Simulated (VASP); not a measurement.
The input files of a VASP run:

POSCAR:
```
Li2Se
1
    0.0000000000     3.0000000000     3.0000000000
    3.0000000000     0.0000000000     3.0000000000
    3.0000000000     3.0000000000     0.0000000000
Li Se
2 1
Direct
  0.2500000000   0.2500000000   0.2500000000
  0.7500000000   0.7500000000   0.7500000000
  0.0000000000   0.0000000000   0.0000000000
```

**INCAR**
```
# general
SYSTEM  = Li2Se
PREC    = Accurate
ENCUT   = 520
LREAL   = .FALSE.
LASPH   = .TRUE.

# electronic loop
EDIFF   = 1E-6
NELM    = 100
ALGO    = Normal
LMAXMIX = 4

# smearing
ISMEAR  = 0
SIGMA   = 0.05

# functional
GGA     = PE

# ions
IBRION  = 2
NSW     = 60
ISIF    = 3
EDIFFG  = -0.02

# output
LWAVE   = .FALSE.
LCHARG  = .FALSE.
```

KPOINTS:
```
Automatic mesh
0
Gamma
6 6 6
0 0 0
```

POTCAR, in this order: Li_sv Se (PBE.64 set). Program: vasp_std.

**Question.** Translate this PBE calculation to Quantum ESPRESSO's pw.x.

**Answer.** One equivalent input (not run):
```
&CONTROL
  calculation = 'vc-relax'
  pseudo_dir = './pseudo'
  outdir = './out'
  tprnfor = .true.
  tstress = .true.
  nstep = 60
  forc_conv_thr = 0.00078
/
&SYSTEM
  ibrav = 0
  nat = 3
  ntyp = 2
  ecutwfc = 86
  occupations = 'smearing'
  smearing = 'gaussian'
  degauss = 0.003675
  input_dft = 'pbe'
/
&ELECTRONS
  conv_thr = 7.3e-08
  electron_maxstep = 100
/
&IONS
/
&CELL
/
ATOMIC_SPECIES
  Li 6.940 Li.upf
  Se 78.971 Se.upf
CELL_PARAMETERS angstrom
     0.0000000    3.0000000    3.0000000
     3.0000000    0.0000000    3.0000000
     3.0000000    3.0000000    0.0000000
ATOMIC_POSITIONS crystal
  Li   0.2500000  0.2500000  0.2500000
  Li   0.7500000  0.7500000  0.7500000
  Se   0.0000000  0.0000000  0.0000000
K_POINTS automatic
  6 6 6 0 0 0
```
Limits of the translation: the potentials are each code's own (VASP's PAW set, PseudoDojo norm-conserving files in pw.x), so ENCUT and ecutwfc are chosen apart and not converted; conv_thr bounds pw.x's estimated SCF error, while EDIFF bounds the energy change between steps; forc_conv_thr acts on force components and is met together with etot_conv_thr.

The compound is Li2Se in the antifluorite structure. The cell was not relaxed at this level. The start is the result of an earlier pass.
